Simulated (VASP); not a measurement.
Consider the following.

```yaml
crystal:
  lattice:
    - [3.72494, 0.00000, 0.00000]
    - [0.00000, 3.78082, 0.00000]
    - [0.00000, 0.00000, 3.88405]
  atoms:
    - { symbol: Fe, position: [0.50000, 0.50000, 0.41770], spin: 2.4 }
    - { symbol: Tb, position: [0.00000, 0.00000, 0.99304] }
    - { symbol: O, position: [0.50000, 0.50000, 0.91234], spin: 0.1 }
    - { symbol: O, position: [0.50000, 0.00000, 0.39146], spin: 0.1 }
    - { symbol: O, position: [0.00000, 0.50000, 0.39146], spin: 0.1 }
```

All values below come from PBEsol GGA, VASP's PBE PAW potentials (set 64) (plane waves; VASP). Numerical set-up: 600 eV cut-off, 8×8×8 Γ-centred mesh, first-order Methfessel-Paxton smearing of 0.10 eV, potentials Fe Tb_3 O.

The 4f electrons are frozen in the core of the lanthanide potential, so 4f levels, which can set the real gap, and their magnetism are missing. The moments were started parallel, and other spin orders were not tried in this run.

### Question
Estimate the cell moment, energy per atom (σ→0), pressure, largest force, band gap (on the k-mesh) with the smallest direct gap where there is one.

### Answer

The band gap (on the k-mesh) is none (metal, semimetal or under 0.01 eV), the cell moment is 2.81 μB and the energy per atom (σ→0) is -8.228 eV/atom. The pressure is -5.53 GPa. The largest force comes out as 0.00557 Ha/bohr.

### Question
Give the moment on each site (PAW-sphere projection).

### Answer

| site | moment (μB) |
|---|---|
| Fe1 | 2.50 |
| Tb2 | 0.01 |
| O3 | 0.06 |
| O4 | 0.07 |
| O5 | 0.08 |

Total energies compare only between runs with the same potentials, cut-off and functional.

The structure was generated: TbFeO3 was put into the tetragonal-perovskite type (P4mm), which need not be its known phase. This cell was strained or had an atom moved on purpose.
